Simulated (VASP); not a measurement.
Consider the following.

```xyz
3
Lattice="-1.6134 1.6134 3.9474 1.6134 -1.6134 3.9474 1.6134 1.6134 -3.9474" Properties=species:S:1:pos:R:3 pbc="T T T"
Si     0.0000     0.0000     5.2498
Si     0.0000     0.0000     2.6450
Mo     0.0000     0.0000     0.0000
```

Calculation: revPBE GGA, VASP's PBE PAW potentials (set 64) (plane waves; VASP 6.6.1). Run with 520 eV cut-off, 15×15×15 Γ-centred mesh, tetrahedra with Blöchl corrections, potentials Si Mo_sv.

### Question
Estimate the energy per atom (σ→0), band gap (on the k-mesh) with the smallest direct gap where there is one.

### Answer

The band gap (on the k-mesh) is none (metal, semimetal or under 0.01 eV) and the energy per atom (σ→0) is -7.445 eV/atom.

The compound is MoSi2 in the MoSi2 type structure. It was relaxed first.
